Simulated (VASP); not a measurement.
```xyz
2
Lattice="2.6567 0.0000 0.0000 0.0000 2.6567 0.0000 0.0000 0.0000 3.6868" Properties=species:S:1:pos:R:3 pbc="T T T"
Fe     0.0000     0.0000     0.0000
Pt     1.3284     1.3284     1.8434
```
Starting moments (μB, in the order of the record's atoms Fe Pt): 2.7 0.3.

Level of theory: LDA (Ceperley-Alder, Perdew-Zunger), VASP's LDA PAW potentials (set 64) (plane waves; VASP). Run with 520 eV cut-off, 15×15×11 Γ-centred mesh, tetrahedra with Blöchl corrections, potentials Fe Pt.

Unless said otherwise, spin-orbit coupling is left out, though it shifts the bands of the heavy elements here.

Q: Estimate the cell moment, energy per atom (σ→0), band gap (on the k-mesh) with the smallest direct gap where there is one.

A: 
```
Quantity                                                    Result
------------------------  ----------------------------------------
band gap (on the k-mesh)  none (metal, semimetal or under 0.01 eV)
cell moment                                                3.01 μB
energy per atom (σ→0)                           -820.7 kJ/mol-atom
```

Q: Give the moment on each site (PAW-sphere projection).

A: 
```
site  moment (μB)
----  -----------
Fe1          2.65
Pt2          0.31
```

The absolute energy has meaning only against runs of the same code, potentials and settings.

The compound is FePt in the L1_0 structure. It was relaxed first, which changed the volume by -5 %.
